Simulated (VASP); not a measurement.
# Zr2F (Fm-3m) in VASP: reference runs

Reference runs on Zr2F: the cell as given.

Program: VASP 6.6.1. These are calculated values, not measurements. Logs are shortened: lines on timing, memory, paths and dates and some standing lists are left out, and cuts for length are marked.

## 1. The crystal as given

The structure is cubic, space group Fm-3m (No. 225). Conventional cell: a = 6.081 Å, b = 6.081 Å, c = 6.081 Å, α = 90.00°, β = 90.00°, γ = 90.00°. Zr (site symmetry -43m) is surrounded by 4 F at 2.63 Å. F (site symmetry m-3m) has 8 Zr at 2.63 Å as nearest neighbours.

The cell was built by a generator and needn't be a form met in nature.

## 2. Single point, PBE

The input, INCAR:

```
PREC = Accurate
ENCUT = 520
EDIFF = 1E-7
ISMEAR = -1
SIGMA = 0.05
LREAL = F
LASPH = T
NELM = 60
ALGO = Normal
ISIF = 2
LWAVE = F
LCHARG = F
GGA = PE
NBANDS = 22
```

The input, KPOINTS:

```
Automatic mesh
0
Gamma
  8 8 8
```

The input, POSCAR:

```
Zr2F
1.0
    0.0000000000      3.0406500000      3.0406500000
    3.0406500000      0.0000000000      3.0406500000
    3.0406500000      3.0406500000      0.0000000000
Zr F
2 1
Direct
    0.7500000000      0.7500000000      0.7500000000
    0.2500000000      0.2500000000      0.2500000000
    0.0000000000      0.0000000000      0.0000000000
```

Potentials or basis: VASP PAW PBE potentials, release 64 (Zr_sv, F).

Launch:

```console
> cat potpaw_PBE.64/Zr_sv/POTCAR potpaw_PBE.64/F/POTCAR > POTCAR
> mpirun -np 1 vasp_std > vasp.out
```

OUTCAR:

```text
PREC = Accurate
   ENCUT = 520
   EDIFF = 1E-7
   ISMEAR = -1
   LREAL = F
   LASPH = T
   NELM = 60
   ISIF = 2
   GGA = PE

 ion  position               nearest neighbor table
   1  0.750  0.750  0.750-   3 2.63   3 2.63   3 2.63   3 2.63   2 3.04   2 3.04   2 3.04   2 3.04
                             2 3.04   2 3.04
   2  0.250  0.250  0.250-   3 2.63   3 2.63   3 2.63   3 2.63   1 3.04   1 3.04   1 3.04   1 3.04
                             1 3.04   1 3.04
   3  0.000  0.000  0.000-   1 2.63   1 2.63   1 2.63   1 2.63   2 2.63   2 2.63   2 2.63   2 2.63

  LATTYP: Found a face centered cubic cell.
 ALAT       =     6.0813000000

  Lattice vectors:

 A1 = (   0.0000000000,   3.0406500000,   3.0406500000)
 A2 = (   3.0406500000,   0.0000000000,   3.0406500000)
 A3 = (   3.0406500000,   3.0406500000,   0.0000000000)

Analysis of symmetry for initial positions (statically):
=====================================================================
 Subroutine PRICEL returns:
 Original cell was already a primitive cell.

 Routine SETGRP: Setting up the symmetry group for a
 face centered cubic supercell.

 Subroutine GETGRP returns: Found 48 space group operations
 (whereof 48 operations were pure point group operations)
 out of a pool of 48 trial point group operations.

The static configuration has the point symmetry O_h .

Analysis of symmetry for dynamics (positions and initial velocities):
=====================================================================
 Subroutine PRICEL returns:
 Original cell was already a primitive cell.

 Routine SETGRP: Setting up the symmetry group for a
 face centered cubic supercell.

 Subroutine GETGRP returns: Found 48 space group operations
 (whereof 48 operations were pure point group operations)
 out of a pool of 48 trial point group operations.

The dynamic configuration has the point symmetry O_h .

 Subroutine INISYM returns: Found 48 space group operations
 (whereof 48 operations are pure point group operations),
 and found     1 'primitive' translations

----------------------------------------------------------------------------------------

                                     Primitive cell

  volume of cell :      56.2250

  direct lattice vectors                    reciprocal lattice vectors
     0.000000000  3.040650000  3.040650000    -0.164438525  0.164438525  0.164438525
     3.040650000  0.000000000  3.040650000     0.164438525 -0.164438525  0.164438525
     3.040650000  3.040650000  0.000000000     0.164438525  0.164438525 -0.164438525

  length of vectors
     4.300128468  4.300128468  4.300128468     0.284815879  0.284815879  0.284815879

  position of ions in fractional coordinates (direct lattice)
     0.750000000  0.750000000  0.750000000
     0.250000000  0.250000000  0.250000000
     0.000000000  0.000000000  0.000000000

  ion indices of the primitive-cell ions
   primitive index   ion index
                 1           1
                 2           2
                 3           3

----------------------------------------------------------------------------------------

 KPOINTS: Automatic mesh

Automatic generation of k-mesh.
 Grid dimensions read from file:
 generate k-points for:    8    8    8

 Generating k-lattice:

  Cartesian coordinates                     Fractional coordinates (reciprocal lattice)
    -0.020554816  0.020554816  0.020554816     0.125000000  0.000000000  0.000000000
     0.020554816 -0.020554816  0.020554816     0.000000000  0.125000000  0.000000000
     0.020554816  0.020554816 -0.020554816     0.000000000  0.000000000  0.125000000

  Length of vectors
     0.035601985  0.035601985  0.035601985

  Shift w.r.t. Gamma in fractional coordinates (k-lattice)
     0.000000000  0.000000000  0.000000000

 Subroutine IBZKPT returns following result:
 ===========================================

 Found     29 irreducible k-points:

 Following reciprocal coordinates:
            Coordinates               Weight
  0.000000  0.000000  0.000000      1.000000
  0.125000  0.000000  0.000000      8.000000
  0.250000  0.000000  0.000000      8.000000
  0.375000  0.000000  0.000000      8.000000
  0.500000  0.000000  0.000000      4.000000
  0.125000  0.125000  0.000000      6.000000
[... 16 lines left out ...]
  0.500000  0.250000  0.125000     48.000000
 -0.375000  0.250000  0.125000     24.000000
 [... further k-points ...]
   k-points           NKPTS =     29   k-points in BZ     NKDIM =     29   number of bands    NBANDS=     22
   number of dos      NEDOS =    301   number of ions     NIONS =      3
   total plane-waves  NPLWV =  32768
   dimension x,y,z NGX =    32 NGY =   32 NGZ =   32
   dimension x,y,z NGXF=    64 NGYF=   64 NGZF=   64
   ions per type =               2   1
   NGX,Y,Z   is equivalent  to a cutoff of  12.37, 12.37, 12.37 a.u.
   NGXF,Y,Z  is equivalent  to a cutoff of  24.74, 24.74, 24.74 a.u.
 SYSTEM =  unknown system
   PREC   = accura    normal or accurate (medium, high low for compatibility)
   ISTART =      0    job   : 0-new  1-cont  2-samecut
   ICHARG =      2    charge: 1-file 2-atom 10-const
   ISPIN  =      1    spin polarized calculation?
   LNONCOLLINEAR =      F non collinear calculations
   LSORBIT =      F    spin-orbit coupling
   LASPH  =      T    aspherical Exc in radial PAW
   ENCUT  =  520.0 eV  38.22 Ry    6.18 a.u.   8.00  8.00  8.00*2*pi/ulx,y,z
   NELM   =     60;   NELMIN=  2; NELMDL= -5     # of ELM steps
   EDIFF  = 0.1E-06   stopping-criterion for ELM
   LREAL  =      F    real-space projection
   EDIFFG = 0.1E-05   stopping-criterion for IOM
   NSW    =      0    number of steps for IOM
   IBRION =     -1    ionic relax: 0-MD 1-quasi-New 2-CG
   NFREE  =      0    steps in history (QN), initial steepest desc. (CG)
   ISIF   =      2    stress and relaxation
   ISYM   =      2    0-nonsym 1-usesym 2-fastsym
   POTIM  = 0.5000    time-step for ionic-motion
   TEBEG  =    0.0;   TEEND  =   0.0 temperature during run
   PSTRESS=    0.0 pullay stress
   NELECT =      31.0000    total number of electrons
   NUPDOWN=      -1.0000    fix difference up-down
   EMIN   =  10.00;   EMAX   =-10.00  energy-range for DOS
   EFERMI =   0.00;   METHOD = LEGACY
   ISMEAR =    -1;   SIGMA  =   0.05  broadening in eV -4-tet -1-fermi 0-gaus
   EFERMI_NEDOS =   21; number of points for ismear=-14 and -15
   IALGO  =     38    algorithm
   IMIX   =      4    mixing-type and parameters
     AMIX     =   0.40;   BMIX     =  1.00
     AMIX_MAG =   1.60;   BMIX_MAG =  1.00
  volume/ion in A,a.u.               =      18.74       126.47
  Fermi-wavevector in a.u.,A,eV,Ry     =   1.342411  2.536790 24.518629  1.802068
  Thomas-Fermi vector in A             =   2.470567
   LORBIT       =      0    0 simple, 1 ext, 2 COOP (PROOUT), +10 PAW based schemes
   GGA     = PE    functional components
   LHFCALC =     F    Hartree Fock is set to
   AEXX    =    0.0000 exact exchange contribution
   IVDW    =     0    specifies the selected vdW correction
   LEPSILON=     F    determine dielectric tensor
   LRPA    =     F    only Hartree local field effects (RPA)
 non-spin polarized calculation
  energy-cutoff  :      520.00
  volume of cell :       56.22
 maximum number of plane-waves:      1540
   NGX = 15   NGY = 15   NGZ = 15

 number of electron      31.0000007 magnetization

 Free energy of the ion-electron system (eV)
  ---------------------------------------------------
  ext. energy  EPLUGINS =         0.00000000
  ---------------------------------------------------
  free energy    TOTEN  =       -19.92945016 eV

  energy without entropy =      -19.90028693  energy(sigma->0) =      -19.91486854

 E-fermi :   8.4525     XC(G=0): -10.8670

 val. band max:        8.4379824971   @ k =   0.5000   0.0000   0.0000
 cond. band min:       8.5191338153   @ k =   0.3750   0.2500   0.1250
 fundamental gap:      0.0811513182
 Fermi energy:         8.4524934532

 k-point     1 :       0.0000    0.0000    0.0000
  band No.  band energies     occupation
      1     -40.8332      2.00000
      2     -40.5751      2.00000
      3     -19.0630      2.00000
      4     -19.0630      2.00000
      5     -19.0630      2.00000
      6     -18.4578      2.00000
[... 14 lines left out ...]
     21      12.6595      0.00000
     22      14.5376      0.00000

 k-point     2 :       0.1250    0.0000    0.0000
  band No.  band energies     occupation
      1     -40.8231      2.00000
      2     -40.5847      2.00000
      3     -19.0496      2.00000
      4     -19.0428      2.00000
      5     -19.0428      2.00000
      6     -18.5457      2.00000
[... 14 lines left out ...]
     21      12.5378      0.00000
     22      13.5092      0.00000

 k-point     3 :       0.2500    0.0000    0.0000
  band No.  band energies     occupation
      1     -40.7945      2.00000
      2     -40.6121      2.00000
      3     -19.0276      2.00000
      4     -18.9841      2.00000
      5     -18.9841      2.00000
      6     -18.7071      2.00000
[... 14 lines left out ...]
     21      11.9875      0.00000
     22      11.9906      0.00000

 k-point     4 :       0.3750    0.0000    0.0000
  band No.  band energies     occupation
      1     -40.7520      2.00000
      2     -40.6533      2.00000
      3     -19.0425      2.00000
      4     -18.8931      2.00000
      5     -18.8931      2.00000
      6     -18.7986      2.00000
[... 14 lines left out ...]
     21      11.0915      0.00000
     22      11.3056      0.00000

 k-point     5 :       0.5000    0.0000    0.0000
  band No.  band energies     occupation
      1     -40.7025      2.00000
      2     -40.7023      2.00000
      3     -19.0664      2.00000
      4     -18.8124      2.00000
      5     -18.7851      2.00000
      6     -18.7851      2.00000
[... 417 lines left out ...]
 k-point    22 :       0.3750    0.2500    0.1250
  band No.  band energies     occupation
      1     -40.7760      2.00000
      2     -40.6292      2.00000
      3     -19.1814      2.00000
      4     -19.0134      2.00000
      5     -19.0055      2.00000
      6     -18.7086      2.00000
[... 14 lines left out ...]
     21      11.6468      0.00000
     22      12.2659      0.00000

 k-point    23 :       0.5000    0.2500    0.1250
  band No.  band energies     occupation
      1     -40.7417      2.00000
      2     -40.6623      2.00000
      3     -19.2808      2.00000
      4     -19.0874      2.00000
      5     -18.9166      2.00000
      6     -18.6812      2.00000
[... 14 lines left out ...]
     21      10.9618      0.00000
     22      11.4154      0.00000

 k-point    24 :      -0.3750    0.2500    0.1250
  band No.  band energies     occupation
      1     -40.7018      2.00000
      2     -40.7017      2.00000
      3     -19.3246      2.00000
      4     -19.1068      2.00000
      5     -18.8132      2.00000
      6     -18.7925      2.00000
[... 14 lines left out ...]
     21      11.1299      0.00000
     22      11.2701      0.00000

 [... further k-points ...]

------------------------ aborting loop because EDIFF is reached ----------------------------------------

  FORCE on cell =-STRESS in cart. coord.  units (eV):
  Direction    XX          YY          ZZ          XY          YZ          ZX
  --------------------------------------------------------------------------------------
  -------------------------------------------------------------------------------------
  Total       -0.0547821     -0.0547821     -0.0547821      0.0000000      0.0000000     -0.0000000
  in kB       -1.5610623     -1.5610623     -1.5610623      0.0000000      0.0000000     -0.0000000
  external PRESSURE =      -1.5610623 kB  Pullay stress =       0.0000000 kB

 VOLUME and BASIS-vectors are now :
 -----------------------------------------------------------------------------
  energy-cutoff  :      520.00
  volume of cell :       56.22
      direct lattice vectors                 reciprocal lattice vectors
     0.000000000  3.040650000  3.040650000    -0.164438525  0.164438525  0.164438525
     3.040650000  0.000000000  3.040650000     0.164438525 -0.164438525  0.164438525
     3.040650000  3.040650000  0.000000000     0.164438525  0.164438525 -0.164438525

 POSITION                                       TOTAL-FORCE (eV/Angst)
 -----------------------------------------------------------------------------------
      4.56098      4.56098      4.56098        -0.000000     -0.000000     -0.000000
      1.52032      1.52032      1.52032         0.000000      0.000000      0.000000
      0.00000      0.00000      0.00000         0.000000     -0.000000     -0.000000
 -----------------------------------------------------------------------------------
    total drift:                                0.000000     -0.000000      0.000000

  FREE ENERGIE OF THE ION-ELECTRON SYSTEM (eV)
  ---------------------------------------------------
  free  energy   TOTEN  =       -19.9294501599 eV

  energy  without entropy=      -19.9002869300  energy(sigma->0) =      -19.91486854
```

It took 77 s on 1 thread of AMD EPYC, shared host; peak memory 0.15 GiB.

Results:

```
Free energy            : -19.9295 eV
Pressure               : -0.2 GPa
Band gap on the k mesh : none (metal or under the smearing width)
```

Levels at points of the mesh, in eV from the Fermi level:
```
           k point  band 14  band 15  band 16  band 17  band 18  band 19
(0.00, 0.00, 0.00)    -2.05    -2.05    -0.03    -0.03    -0.03     4.21
(0.50, 0.00, 0.00)    -0.01    -0.01     0.08     0.91     0.91     1.47
(0.50, 0.50, 0.00)    -1.27    -1.03    -0.74     2.01     2.01     2.07
```

Caveat: an odd number of electrons without spin polarisation forces a metal; a magnetic or distorted state may lie lower.
